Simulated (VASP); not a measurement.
All values below come from PBEsol GGA, VASP's PBE PAW potentials (set 64) (plane waves; VASP).

VASP ran on this input.

File KPOINTS:
```
Automatic mesh
0
Gamma
4 4 4
0 0 0
```

POSCAR:
```
KMgF3
1
    3.9653410000     0.0000000000     0.0000000000
    0.0000000000     3.9653410000     0.0000000000
    0.0000000000     0.0000000000     3.9653410000
K Mg F
1 1 3
Direct
  0.5000000000   0.5000000000   0.5000000000
  0.0000000000   0.0000000000   0.0000000000
  0.0000000000   0.5000000000   0.0000000000
  0.5000000000   0.0000000000   0.0000000000
  0.0000000000   0.0000000000   0.5000000000
```

INCAR:
```
LWAVE=.False.
SIGMA=0.01
LREAL=.False.   ! projection in real space or not
LASPH=.True.   ! aspherical one-centre terms
PREC=Accurate
ALGO=Normal   ! blocked Davidson
NELM=100   ! most electronic steps
SYSTEM=KMgF3
LCHARG=.False.
GGA=PS
ISIF=2
ISMEAR=0   ! Gaussian
ENCUT=400   ! plane-wave cut-off (eV)
EDIFF=1E-6
```

POTCAR, in this order: K_sv Mg F (PBE.64 set). Program: vasp_std.

The resulting files:

**OUTCAR**
```
 ion  position               nearest neighbor table
   1  0.500  0.500  0.500-   3 2.80   4 2.80   5 2.80   3 2.80   4 2.80   4 2.80   5 2.80   4 2.80
                             3 2.80   5 2.80   3 2.80   5 2.80   2 3.43   2 3.43   2 3.43   2 3.43
   2  0.000  0.000  0.000-   3 1.98   4 1.98   5 1.98   5 1.98   3 1.98   4 1.98   1 3.43   1 3.43
                             1 3.43   1 3.43   1 3.43   1 3.43   1 3.43   1 3.43
   3  0.000  0.500  0.000-   2 1.98   2 1.98   1 2.80   1 2.80   1 2.80   1 2.80
   4  0.500  0.000  0.000-   2 1.98   2 1.98   1 2.80   1 2.80   1 2.80   1 2.80
   5  0.000  0.000  0.500-   2 1.98   2 1.98   1 2.80   1 2.80   1 2.80   1 2.80
  LATTYP: Found a simple cubic cell.
 ALAT       =     3.9653410000
 Subroutine PRICEL returns:
 Original cell was already a primitive cell.
 Subroutine GETGRP returns: Found 48 space group operations
The static configuration has the point symmetry O_h .
The dynamic configuration has the point symmetry O_h .
 Subroutine INISYM returns: Found 48 space group operations
 Subroutine IBZKPT returns following result:
 Found     10 irreducible k-points:

 Following reciprocal coordinates:
            Coordinates               Weight
  0.000000  0.000000  0.000000      1.000000
  0.250000  0.000000  0.000000      6.000000
  0.500000  0.000000  0.000000      3.000000
  0.250000  0.250000  0.000000     12.000000
  0.500000  0.250000  0.000000     12.000000
  0.500000  0.500000  0.000000      3.000000
  0.250000  0.250000  0.250000      8.000000
  0.500000  0.250000  0.250000     12.000000
  0.500000  0.500000  0.250000      6.000000
  0.500000  0.500000  0.500000      1.000000
   k-points           NKPTS =     10   k-points in BZ     NKDIM =     10   number of bands    NBANDS=     20
   number of dos      NEDOS =    301   number of ions     NIONS =      5
   total plane-waves  NPLWV =  21952
   dimension x,y,z NGX =    28 NGY =   28 NGZ =   28
   dimension x,y,z NGXF=    56 NGYF=   56 NGZF=   56
   ions per type =               1   1   3
   PREC   = accura    normal or accurate (medium, high low for compatibility)
   ISTART =      0    job   : 0-new  1-cont  2-samecut
   ICHARG =      2    charge: 1-file 2-atom 10-const
...
```

**OSZICAR**
```
       N       E                     dE             d eps       ncg     rms          rms(c)
DAV:   1     0.211137502111E+03    0.21114E+03   -0.15516E+04   416   0.125E+03
DAV:   2    -0.170949934053E+02   -0.22823E+03   -0.22253E+03   528   0.355E+02
DAV:   3    -0.267516382943E+02   -0.96566E+01   -0.96357E+01   576   0.715E+01
DAV:   4    -0.271003011239E+02   -0.34866E+00   -0.34810E+00   616   0.781E+00
DAV:   5    -0.271016551340E+02   -0.13540E-02   -0.13540E-02   524   0.500E-01    0.780E+00
DAV:   6    -0.253720367371E+02    0.17296E+01   -0.68429E+00   432   0.194E+01    0.397E+00
DAV:   7    -0.253363835268E+02    0.35653E-01   -0.20469E-01   516   0.310E+00    0.249E+00
DAV:   8    -0.253243254682E+02    0.12058E-01   -0.62233E-02   480   0.268E+00    0.243E-01
DAV:   9    -0.253244269193E+02   -0.10145E-03   -0.12689E-02   540   0.801E-01    0.128E-01
DAV:  10    -0.253245192999E+02   -0.92381E-04   -0.85611E-04   500   0.231E-01    0.813E-02
DAV:  11    -0.253245650562E+02   -0.45756E-04   -0.28080E-04   468   0.128E-01    0.279E-02
DAV:  12    -0.253245553403E+02    0.97159E-05   -0.80353E-05   448   0.636E-02    0.431E-03
DAV:  13    -0.253245553901E+02   -0.49790E-07   -0.96698E-07   320   0.860E-03
   1 F= -.25324555E+02 E0= -.25324555E+02  d E =-.947101E-55
```

**OUTCAR**
```
------------------------ aborting loop because EDIFF is reached ----------------------------------------
  FORCE on cell =-STRESS in cart. coord.  units (eV):
  Direction    XX          YY          ZZ          XY          YZ          ZX
  --------------------------------------------------------------------------------------
  Total       -2.8261369     -2.8261369     -2.8261369      0.0000000     -0.0000000      0.0000000
  in kB      -72.6209891    -72.6209891    -72.6209891      0.0000000     -0.0000000      0.0000000
  external PRESSURE =     -72.6209891 kB  Pullay stress =       0.0000000 kB
  volume of cell :       62.35
      direct lattice vectors                 reciprocal lattice vectors
     3.965341000  0.000000000  0.000000000     0.252185121  0.000000000  0.000000000
     0.000000000  3.965341000  0.000000000     0.000000000  0.252185121  0.000000000
     0.000000000  0.000000000  3.965341000     0.000000000  0.000000000  0.252185121
 POSITION                                       TOTAL-FORCE (eV/Angst)
 -----------------------------------------------------------------------------------
      1.98267      1.98267      1.98267         0.000000      0.000000      0.000000
      0.00000      0.00000      0.00000         0.000000      0.000000      0.000000
      0.00000      1.98267      0.00000         0.000000      0.000000      0.000000
      1.98267      0.00000      0.00000         0.000000      0.000000      0.000000
      0.00000      0.00000      1.98267         0.000000      0.000000      0.000000
 -----------------------------------------------------------------------------------
    total drift:                                0.000000      0.000000     -0.000000
  FREE ENERGIE OF THE ION-ELECTRON SYSTEM (eV)
  ---------------------------------------------------
  free  energy   TOTEN  =       -25.3245553901 eV

  energy  without entropy=      -25.3245553901  energy(sigma->0) =      -25.32455539
```
(Selected blocks of OUTCAR.)

File OUTCAR:
```
 val. band max:       -1.6539051260   @ k =   0.5000   0.5000   0.5000

 cond. band min:       5.6121233138   @ k =   0.0000   0.0000   0.0000


 Fermi energy:        -1.5450663813

 k-point     1 :       0.0000    0.0000    0.0000
  band No.  band energies     occupation
      1     -27.0772      2.00000
      2     -21.6951      2.00000
      3     -21.0054      2.00000
      4     -21.0054      2.00000
      5     -10.6439      2.00000
      6     -10.6439      2.00000
      7     -10.6439      2.00000
      8      -4.1368      2.00000
      9      -4.1368      2.00000
     10      -4.1368      2.00000
     11      -2.3070      2.00000
     12      -2.3070      2.00000
     13      -2.3070      2.00000
     14      -1.9808      2.00000
     15      -1.9808      2.00000
     16      -1.9808      2.00000
     17       5.6121      0.00000
     18       8.3337      0.00000
     19       8.3337      0.00000
     20      10.5506      0.00000

 k-point     2 :       0.2500    0.0000    0.0000
  band No.  band energies     occupation
      1     -27.0608      2.00000
      2     -21.6342      2.00000
      3     -21.0878      2.00000
      4     -20.9983      2.00000
      5     -10.6328      2.00000
      6     -10.6124      2.00000
      7     -10.6124      2.00000
      8      -4.0757      2.00000
      9      -4.0750      2.00000
     10      -4.0750      2.00000
     11      -2.5276      2.00000
     12      -2.4373      2.00000
     13      -2.4251      2.00000
     14      -2.4251      2.00000
     15      -2.0976      2.00000
     16      -2.0976      2.00000
     17       6.6487      0.00000
     18       8.8548      0.00000
     19       8.9283      0.00000
     20      10.8640      0.00000

 k-point     3 :       0.5000    0.0000    0.0000
  band No.  band energies     occupation
      1     -27.0443      2.00000
      2     -21.5414      2.00000
      3     -21.1983      2.00000
      4     -20.9942      2.00000
      5     -10.6219      2.00000
...
```

At this cut-off the stress carries a Pulay error, which pulls relaxed volumes low.

The structure comes from a computed database's KMgF3 entry; how it stands against other phases isn't given here. The cell was not relaxed at this level.
